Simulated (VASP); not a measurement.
Calculation: r2SCAN meta-GGA, VASP's PBE PAW potentials (set 64) (plane waves; VASP).

VASP input:

File KPOINTS:
```
Automatic mesh
0
G
 11 11 11
```

INCAR:
```
SYSTEM = TiCo
PREC = Accurate
ENCUT = 400
EDIFF = 1E-6
NELM = 100
ALGO = Normal
LREAL = .FALSE.
LASPH = .TRUE.
ISMEAR = 1
SIGMA = 0.1
METAGGA = R2SCAN
LMIXTAU = .TRUE.
LMAXMIX = 4
LWAVE = .FALSE.
LCHARG = .FALSE.
IBRION = 2
ISIF = 3
NSW = 60
EDIFFG = -0.01
```

**POSCAR**
```
TiCo
1
    2.9497142265    -0.0000000000     0.0000000000
   -0.0000000000     2.9497142265    -0.0000000000
    0.0000000000     0.0000000000     2.9497142265
Ti Co
1 1
Direct
  0.0000000000   0.0000000000   0.0000000000
  0.5000000000   0.5000000000   0.5000000000
```

POTCAR, in this order: Ti_sv Co (PBE.64 set). Program: vasp_std.

Output of the run:

File OSZICAR:
```
...
DAV:   2    -0.247913704626E+02   -0.15193E+03   -0.14937E+03  1574   0.393E+02
DAV:   3    -0.337502129033E+02   -0.89588E+01   -0.88907E+01  2428   0.106E+02
DAV:   4    -0.340065629163E+02   -0.25635E+00   -0.25391E+00  1918   0.148E+01
DAV:   5    -0.340167394981E+02   -0.10177E-01   -0.10176E-01  2292   0.264E+00    0.162E+01
DAV:   6    -0.291490897571E+02    0.48676E+01   -0.39261E+01  1862   0.102E+02    0.137E+01
DAV:   7    -0.274102413174E+02    0.17388E+01   -0.23245E+01  2384   0.587E+01    0.116E+01
DAV:   8    -0.267274123312E+02    0.68283E+00   -0.61674E+00  2358   0.275E+01    0.215E+00
DAV:   9    -0.266979246250E+02    0.29488E-01   -0.26536E-01  1836   0.576E+00    0.185E+00
DAV:  10    -0.266711095557E+02    0.26815E-01   -0.34932E-01  1896   0.868E+00    0.898E-01
DAV:  11    -0.266925831173E+02   -0.21474E-01   -0.76110E-02  1640   0.376E+00    0.230E-01
DAV:  12    -0.267037408839E+02   -0.11158E-01   -0.20992E-02  1760   0.175E+00    0.973E-02
DAV:  13    -0.267025910906E+02    0.11498E-02   -0.38354E-03  2104   0.657E-01    0.972E-02
DAV:  14    -0.267035428372E+02   -0.95175E-03   -0.78987E-04  1864   0.305E-01    0.377E-02
DAV:  15    -0.267038644040E+02   -0.32157E-03   -0.37069E-04  1674   0.226E-01    0.144E-02
DAV:  16    -0.267038635150E+02    0.88901E-06   -0.56529E-05  2282   0.893E-02    0.197E-02
DAV:  17    -0.267038639547E+02   -0.43962E-06   -0.35789E-06  1430   0.285E-02
   1 F= -.26703864E+02 E0= -.26703728E+02  d E =-.267039E+02
       N       E                     dE             d eps       ncg     rms          rms(c)
DAV:   1    -0.267129821339E+02   -0.91186E-02   -0.20789E-01  1658   0.747E+00    0.898E-01
DAV:   2    -0.267395468113E+02   -0.26565E-01   -0.30841E-01  2134   0.699E+00    0.206E+00
DAV:   3    -0.267033570450E+02    0.36190E-01   -0.20453E-01  2302   0.533E+00    0.240E-01
DAV:   4    -0.267031902752E+02    0.16677E-03   -0.31528E-03  1666   0.523E-01    0.149E-01
DAV:   5    -0.267031512494E+02    0.39026E-04   -0.89316E-04  2370   0.282E-01    0.336E-02
DAV:   6    -0.267033045617E+02   -0.15331E-03   -0.81547E-04  2074   0.270E-01    0.733E-02
DAV:   7    -0.267032508182E+02    0.53743E-04   -0.77875E-05  1664   0.118E-01    0.679E-02
DAV:   8    -0.267032957728E+02   -0.44955E-04   -0.20474E-04  2396   0.165E-01    0.109E-02
DAV:   9    -0.267032928972E+02    0.28757E-05   -0.98576E-06  1574   0.418E-02    0.894E-03
DAV:  10    -0.267032927733E+02    0.12390E-06   -0.41522E-06  1560   0.201E-02
   2 F= -.26703293E+02 E0= -.26703161E+02  d E =0.571181E-03
       N       E                     dE             d eps       ncg     rms          rms(c)
DAV:   1    -0.267084183980E+02   -0.51255E-02   -0.99657E-02  1664   0.520E+00    0.616E-01
DAV:   2    -0.267214308148E+02   -0.13012E-01   -0.15178E-01  2146   0.479E+00    0.149E+00
DAV:   3    -0.267038477462E+02    0.17583E-01   -0.10619E-01  2324   0.368E+00    0.164E-01
DAV:   4    -0.267037790911E+02    0.68655E-04   -0.14433E-03  1642   0.355E-01    0.110E-01
DAV:   5    -0.267037426694E+02    0.36422E-04   -0.43218E-04  2384   0.195E-01    0.253E-02
DAV:   6    -0.267038190852E+02   -0.76416E-04   -0.48921E-04  2016   0.211E-01    0.521E-02
DAV:   7    -0.267037791034E+02    0.39982E-04   -0.47460E-05  1674   0.894E-02    0.519E-02
DAV:   8    -0.267038021435E+02   -0.23040E-04   -0.98050E-05  2282   0.113E-01    0.792E-03
DAV:   9    -0.267037998602E+02    0.22833E-05   -0.44278E-06  1568   0.285E-02    0.583E-03
DAV:  10    -0.267037996886E+02    0.17161E-06   -0.28401E-06  1414   0.159E-02
   3 F= -.26703800E+02 E0= -.26703666E+02  d E =0.642661E-04
       N       E                     dE             d eps       ncg     rms          rms(c)
DAV:   1    -0.267040825245E+02   -0.28266E-03   -0.50588E-03  1664   0.117E+00    0.140E-01
DAV:   2    -0.267047605779E+02   -0.67805E-03   -0.77115E-03  2152   0.109E+00    0.340E-01
DAV:   3    -0.267038502457E+02    0.91033E-03   -0.53285E-03  2324   0.834E-01    0.371E-02
DAV:   4    -0.267038465170E+02    0.37287E-05   -0.72632E-05  1642   0.804E-02    0.248E-02
DAV:   5    -0.267038437897E+02    0.27272E-05   -0.23872E-05  2332   0.452E-02    0.528E-03
DAV:   6    -0.267038472453E+02   -0.34555E-05   -0.23497E-05  2020   0.470E-02    0.124E-02
DAV:   7    -0.267038454982E+02    0.17471E-05   -0.17897E-06  1072   0.180E-02    0.116E-02
DAV:   8    -0.267038465620E+02   -0.10638E-05   -0.47501E-06  1414   0.255E-02    0.170E-03
DAV:   9    -0.267038464950E+02    0.67055E-07   -0.32930E-07   784   0.796E-03
   4 F= -.26703846E+02 E0= -.26703713E+02  d E =0.174597E-04
       N       E                     dE             d eps       ncg     rms          rms(c)
DAV:   1    -0.267038953788E+02   -0.48817E-04   -0.78615E-04  1664   0.459E-01    0.552E-02
DAV:   2    -0.267040029153E+02   -0.10754E-03   -0.12150E-03  2152   0.432E-01    0.135E-01
DAV:   3    -0.267038591769E+02    0.14374E-03   -0.83093E-04  2332   0.330E-01    0.145E-02
DAV:   4    -0.267038584678E+02    0.70913E-06   -0.11971E-05  1628   0.314E-02    0.967E-03
DAV:   5    -0.267038579119E+02    0.55584E-06   -0.29315E-06  1252   0.174E-02
   5 F= -.26703858E+02 E0= -.26703724E+02  d E =0.604272E-05
       N       E                     dE             d eps       ncg     rms          rms(c)
DAV:   1    -0.267039079964E+02   -0.49529E-04   -0.88423E-04  1640   0.499E-01    0.583E-02
DAV:   2    -0.267040548522E+02   -0.14686E-03   -0.15546E-03  2186   0.485E-01    0.154E-01
DAV:   3    -0.267038662312E+02    0.18862E-03   -0.10513E-03  2322   0.370E-01    0.141E-02
DAV:   4    -0.267038664241E+02   -0.19290E-06   -0.17500E-05  1662   0.344E-02    0.106E-02
DAV:   5    -0.267038659627E+02    0.46142E-06   -0.24939E-06  1122   0.183E-02
   6 F= -.26703866E+02 E0= -.26703732E+02  d E =-.200805E-05
       N       E                     dE             d eps       ncg     rms          rms(c)
DAV:   1    -0.267038706821E+02   -0.42580E-05   -0.56680E-05  1658   0.131E-01    0.147E-02
DAV:   2    -0.267038824015E+02   -0.11719E-04   -0.12460E-04  2234   0.138E-01    0.429E-02
DAV:   3    -0.267038673210E+02    0.15080E-04   -0.80163E-05  2298   0.102E-01    0.334E-03
DAV:   4    -0.267038673127E+02    0.83737E-08   -0.24533E-06  1304   0.140E-02
   7 F= -.26703867E+02 E0= -.26703733E+02  d E =-.335802E-05
       N       E                     dE             d eps       ncg     rms          rms(c)
DAV:   1    -0.267038682607E+02   -0.93969E-06   -0.10250E-05  1730   0.509E-02    0.720E-03
DAV:   2    -0.267038721875E+02   -0.39268E-05   -0.34139E-05  2230   0.664E-02    0.234E-02
DAV:   3    -0.267038677403E+02    0.44472E-05   -0.24453E-05  2298   0.566E-02    0.192E-03
DAV:   4    -0.267038677378E+02    0.24620E-08   -0.26862E-07   784   0.515E-03
   8 F= -.26703868E+02 E0= -.26703734E+02  d E =-.378320E-05
       N       E                     dE             d eps       ncg     rms          rms(c)
DAV:   1    -0.267038679889E+02   -0.24857E-06   -0.23369E-06   814   0.268E-02    0.262E-03
DAV:   2    -0.267038683097E+02   -0.32087E-06   -0.31880E-06  1286   0.239E-02
   9 F= -.26703868E+02 E0= -.26703732E+02  d E =-.435509E-05
       N       E                     dE             d eps       ncg     rms          rms(c)
DAV:   1    -0.267038677764E+02    0.21251E-06   -0.19308E-06   840   0.207E-02    0.922E-04
DAV:   2    -0.267038677947E+02   -0.18297E-07   -0.48350E-07   784   0.715E-03
  10 F= -.26703868E+02 E0= -.26703734E+02  d E =-.384001E-05
       N       E                     dE             d eps       ncg     rms          rms(c)
DAV:   1    -0.267038678363E+02   -0.59983E-07   -0.20573E-07   784   0.775E-03    0.111E-03
DAV:   2    -0.267038679457E+02   -0.10936E-06   -0.89021E-07   784   0.113E-02
  11 F= -.26703868E+02 E0= -.26703733E+02  d E =-.399106E-05
```

### OUTCAR
```
------------------------ aborting loop because EDIFF is reached ----------------------------------------
  FORCE on cell =-STRESS in cart. coord.  units (eV):
  Direction    XX          YY          ZZ          XY          YZ          ZX
  --------------------------------------------------------------------------------------
  Total       -0.0139307     -0.0139307     -0.0139307     -0.0000000      0.0000000     -0.0000000
  in kB       -0.8696734     -0.8696734     -0.8696734     -0.0000000      0.0000000     -0.0000000
  external PRESSURE =      -0.8696734 kB  Pullay stress =       0.0000000 kB
  volume of cell :       25.66
      direct lattice vectors                 reciprocal lattice vectors
     2.949688045  0.000000000  0.000000000     0.339018901  0.000000000 -0.000000000
    -0.000000000  2.949688045 -0.000000000    -0.000000000  0.339018901  0.000000000
     0.000000000  0.000000000  2.949688045    -0.000000000  0.000000000  0.339018901
 POSITION                                       TOTAL-FORCE (eV/Angst)
 -----------------------------------------------------------------------------------
      0.00000      0.00000      0.00000         0.000000      0.000000      0.000000
      1.47484      1.47484      1.47484        -0.000000      0.000000      0.000000
 -----------------------------------------------------------------------------------
    total drift:                               -0.000000      0.000000      0.000000
  FREE ENERGIE OF THE ION-ELECTRON SYSTEM (eV)
  ---------------------------------------------------
  free  energy   TOTEN  =       -26.7038679457 eV

  energy  without entropy=      -26.7034618091  energy(sigma->0) =      -26.70373257

 reached required accuracy - stopping structural energy minimisation
```
(Selected blocks of OUTCAR.)

### CONTCAR
```
TiCo
   1.00000000000000
     2.9496880450196996    0.0000000000000000    0.0000000000000000
    -0.0000000000000000    2.9496880450196996   -0.0000000000000000
     0.0000000000000000    0.0000000000000000    2.9496880450196996
  Ti              Co
     1     1
Direct
     0.0000000000000000    0.0000000000000000    0.0000000000000000
     0.5000000000000000    0.5000000000000000    0.5000000000000000
```

### OUTCAR
```
 val. band max:       10.3921544271   @ k =   0.4545   0.4545   0.1818

 cond. band min:      10.4432262488   @ k =   0.4545   0.3636   0.0000


 Fermi energy:        10.4054570572

 k-point     1 :       0.0000    0.0000    0.0000
  band No.  band energies     occupation
      1     -49.1794      2.00000
      2     -24.2214      2.00000
      3     -24.2214      2.00000
      4     -24.2214      2.00000
      5       2.1230      2.00000
      6       6.3001      2.00000
      7       6.3001      2.00000
      8       8.7370      2.00000
      9       8.7370      2.00000
     10       8.7370      2.00000
     11      11.3143     -0.00000
     12      11.3143     -0.00000
     13      13.3301      0.00000
     14      13.3301      0.00000

 k-point     2 :       0.0909    0.0000    0.0000
  band No.  band energies     occupation
      1     -49.1763      2.00000
      2     -24.2500      2.00000
      3     -24.2194      2.00000
      4     -24.2194      2.00000
      5       2.2984      2.00000
      6       6.3801      2.00000
      7       6.3816      2.00000
      8       8.7233      2.00000
      9       8.7233      2.00000
     10       8.7676      2.00000
     11      11.2213     -0.00000
     12      11.3475     -0.00000
     13      13.0891      0.00000
     14      13.0891      0.00000

 k-point     3 :       0.1818    0.0000    0.0000
  band No.  band energies     occupation
      1     -49.1681      2.00000
      2     -24.3262      2.00000
      3     -24.2138      2.00000
      4     -24.2138      2.00000
      5       2.8086      2.00000
      6       6.5841      2.00000
      7       6.6190      2.00000
      8       8.6896      2.00000
      9       8.6896      2.00000
     10       8.8522      2.00000
     11      10.9513     -0.00000
     12      11.4098     -0.00000
     13      12.5268      0.00000
     14      12.5268      0.00000

 k-point     4 :       0.2727    0.0000    0.0000
  band No.  band energies     occupation
...
```

The compound is TiCo in the CsCl type structure. This run relaxes it. Symmetry was kept, so distortions that lower it aren't found. The start is the result of an earlier pass. The run is not spin-polarised, so no magnetic state was tried. The electron count is odd and the run is not spin-polarised, which forces a metal.
